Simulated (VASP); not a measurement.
Output of a VASP run:

### OUTCAR
```
 ion  position               nearest neighbor table
   1  0.000  0.000  0.000-   2 2.95   2 2.95   2 2.95   2 2.95   2 2.95   2 2.95
   2  0.500  0.500  0.500-   1 2.95   1 2.95   1 2.95   1 2.95   1 2.95   1 2.95
  LATTYP: Found a face centered cubic cell.
 ALAT       =     5.9047039816
 Subroutine PRICEL returns:
 Original cell was already a primitive cell.
 Subroutine GETGRP returns: Found 48 space group operations
The static configuration has the point symmetry O_h .
The dynamic configuration has the point symmetry O_h .
 Subroutine INISYM returns: Found 48 space group operations
 Subroutine IBZKPT returns following result:
 Found     47 irreducible k-points:

 Following reciprocal coordinates:
            Coordinates               Weight
  0.000000  0.000000  0.000000      1.000000
  0.100000  0.000000  0.000000      8.000000
  0.200000  0.000000  0.000000      8.000000
  0.300000  0.000000  0.000000      8.000000
  0.400000  0.000000  0.000000      8.000000
  0.500000  0.000000  0.000000      4.000000
  0.100000  0.100000  0.000000      6.000000
  0.200000  0.100000  0.000000     24.000000
  0.300000  0.100000  0.000000     24.000000
  0.400000  0.100000  0.000000     24.000000
  0.500000  0.100000  0.000000     24.000000
 -0.400000  0.100000  0.000000     24.000000
 -0.300000  0.100000  0.000000     24.000000
 -0.200000  0.100000  0.000000     24.000000
 -0.100000  0.100000  0.000000     12.000000
  0.200000  0.200000  0.000000      6.000000
  0.300000  0.200000  0.000000     24.000000
  0.400000  0.200000  0.000000     24.000000
  0.500000  0.200000  0.000000     24.000000
 -0.400000  0.200000  0.000000     24.000000
 -0.300000  0.200000  0.000000     24.000000
 -0.200000  0.200000  0.000000     12.000000
  0.300000  0.300000  0.000000      6.000000
  0.400000  0.300000  0.000000     24.000000
  0.500000  0.300000  0.000000     24.000000
 -0.400000  0.300000  0.000000     24.000000
 -0.300000  0.300000  0.000000     12.000000
  0.400000  0.400000  0.000000      6.000000
  0.500000  0.400000  0.000000     24.000000
 -0.400000  0.400000  0.000000     12.000000
  0.500000  0.500000  0.000000      3.000000
  0.300000  0.200000  0.100000     24.000000
  0.400000  0.200000  0.100000     48.000000
  0.500000  0.200000  0.100000     48.000000
 -0.400000  0.200000  0.100000     24.000000
  0.400000  0.300000  0.100000     24.000000
  0.500000  0.300000  0.100000     48.000000
 -0.400000  0.300000  0.100000     48.000000
 -0.300000  0.300000  0.100000     48.000000
 -0.200000  0.300000  0.100000     24.000000
   k-points           NKPTS =     47   k-points in BZ     NKDIM =     47   number of bands    NBANDS=     12
   number of dos      NEDOS =    301   number of ions     NIONS =      2
   total plane-waves  NPLWV =  27000
   dimension x,y,z NGX =    30 NGY =   30 NGZ =   30
   dimension x,y,z NGXF=    60 NGYF=   60 NGZF=   60
   ions per type =               1   1
   PREC   = accura    normal or accurate (medium, high low for compatibility)
   ISTART =      0    job   : 0-new  1-cont  2-samecut
   ICHARG =      2    charge: 1-file 2-atom 10-const
   ISPIN  =      1    spin polarized calculation?
   LNONCOLLINEAR =      F non collinear calculations
   LSORBIT =      F    spin-orbit coupling
   INIWAV =      1    electr: 0-lowe 1-rand  2-diag
   ENCUT  =  480.0 eV  35.28 Ry    5.94 a.u.   7.46  7.46  7.46*2*pi/ulx,y,z
   NELM   =    100;   NELMIN=  2; NELMDL= -5     # of ELM steps
   EDIFF  = 0.1E-06   stopping-criterion for ELM
   LREAL  =      F    real-space projection
   NLSPLINE    = F    spline interpolate recip. space projectors
   LMAXMIX     =    4 max onsite mixed and CHGCAR
   VOSKOWN=      0    Vosko Wilk Nusair interpolation
   EDIFFG = 0.1E-05   stopping-criterion for IOM
   NSW    =      0    number of steps for IOM
   NBLOCK =      1;   KBLOCK =      1    inner block; outer block
   IBRION =     -1    ionic relax: 0-MD 1-quasi-New 2-CG
...
```

OSZICAR:
```
       N       E                     dE             d eps       ncg     rms          rms(c)
DAV:   1     0.286693087339E+02    0.28669E+02   -0.66905E+03  1136   0.109E+03
DAV:   2    -0.489782892046E+02   -0.77648E+02   -0.71883E+02  1248   0.217E+02
DAV:   3    -0.508690628378E+02   -0.18908E+01   -0.18726E+01  1356   0.371E+01
DAV:   4    -0.508816894763E+02   -0.12627E-01   -0.12622E-01  1256   0.324E+00
DAV:   5    -0.508818367127E+02   -0.14724E-03   -0.14723E-03  1380   0.388E-01    0.534E+00
DAV:   6    -0.465169153993E+02    0.43649E+01   -0.69249E+00  1192   0.348E+01    0.595E+00
DAV:   7    -0.465588163851E+02   -0.41901E-01   -0.49480E-01  1180   0.878E+00    0.290E+00
DAV:   8    -0.465197003032E+02    0.39116E-01   -0.19753E-01  1168   0.462E+00    0.595E-01
DAV:   9    -0.465267798226E+02   -0.70795E-02   -0.14254E-01  1180   0.330E+00    0.166E-01
DAV:  10    -0.465600740888E+02   -0.33294E-01   -0.15409E-02  1200   0.108E+00    0.140E-01
DAV:  11    -0.465614189772E+02   -0.13449E-02   -0.11216E-02  1204   0.108E+00    0.922E-02
DAV:  12    -0.465628339464E+02   -0.14150E-02   -0.19898E-03  1184   0.488E-01    0.298E-02
DAV:  13    -0.465629049585E+02   -0.71012E-04   -0.12076E-04  1276   0.117E-01    0.119E-02
DAV:  14    -0.465629028900E+02    0.20685E-05   -0.56272E-05  1180   0.911E-02    0.635E-03
DAV:  15    -0.465629256575E+02   -0.22767E-04   -0.13564E-05  1224   0.466E-02    0.234E-03
DAV:  16    -0.465629260400E+02   -0.38252E-06   -0.68464E-07  1340   0.880E-03    0.222E-03
DAV:  17    -0.465629259877E+02    0.52268E-07   -0.87286E-08   836   0.384E-03
   1 F= -.46562926E+02 E0= -.46562386E+02  d E =-.162130E-02
```

File OUTCAR:
```
------------------------ aborting loop because EDIFF is reached ----------------------------------------
  FORCE on cell =-STRESS in cart. coord.  units (eV):
  Direction    XX          YY          ZZ          XY          YZ          ZX
  --------------------------------------------------------------------------------------
  Total       -1.6161081     -1.6161081     -1.6161081      0.0000000      0.0000000      0.0000000
  in kB      -50.3091064    -50.3091064    -50.3091064      0.0000000      0.0000000      0.0000000
  external PRESSURE =     -50.3091064 kB  Pullay stress =       0.0000000 kB
  volume of cell :       51.47
      direct lattice vectors                 reciprocal lattice vectors
     0.000000000  2.952351991  2.952351991    -0.169356500  0.169356500  0.169356500
     2.952351991  0.000000000  2.952351991     0.169356500 -0.169356500  0.169356500
     2.952351991  2.952351991  0.000000000     0.169356500  0.169356500 -0.169356500
 POSITION                                       TOTAL-FORCE (eV/Angst)
 -----------------------------------------------------------------------------------
      0.00000      0.00000      0.00000         0.000000      0.000000      0.000000
      2.95235      2.95235      2.95235        -0.000000     -0.000000     -0.000000
 -----------------------------------------------------------------------------------
    total drift:                                0.000000     -0.000000      0.000000
  FREE ENERGIE OF THE ION-ELECTRON SYSTEM (eV)
  ---------------------------------------------------
  free  energy   TOTEN  =       -46.5629259877 eV

  energy  without entropy=      -46.5613046887  energy(sigma->0) =      -46.56238555
```
(Selected blocks of OUTCAR.)

File POSCAR:
```
AgSb
1
    0.0000000000     2.9523519908     2.9523519908
    2.9523519908     0.0000000000     2.9523519908
    2.9523519908     2.9523519908     0.0000000000
Sb Ag
1 1
Direct
  0.0000000000   1.0000000000   0.0000000000
  0.5000000000   0.5000000000   0.5000000000
```

Reconstruct the remaining input files.

This is not unique; one that fits is the input of the run itself, r2SCAN meta-GGA, plane waves, VASP's PBE PAW potentials (set 64).

### INCAR
```
PREC=Accurate
LCHARG=F
ALGO=Normal
ISMEAR=1   # Methfessel-Paxton
METAGGA=R2SCAN
EDIFF=1E-7
NELM=100   # most electronic steps
ISIF=2   # forces and stress, cell fixed
LWAVE=F
ENCUT=480   # plane-wave cut-off (eV)
SYSTEM=AgSb
LREAL=F   # projection in real space or not
SIGMA=0.1
LASPH=T   # aspherical one-centre terms
LMAXMIX=4
LMIXTAU=T
```

### KPOINTS
```
Automatic mesh
0
Gamma
10 10 10
0 0 0
```

POTCAR, in this order: Sb Ag (PBE.64 set). Program: vasp_std.

The structure was generated: AgSb was put into the rocksalt type (Fm-3m), which need not be its known phase. This cell was strained or had an atom moved on purpose.
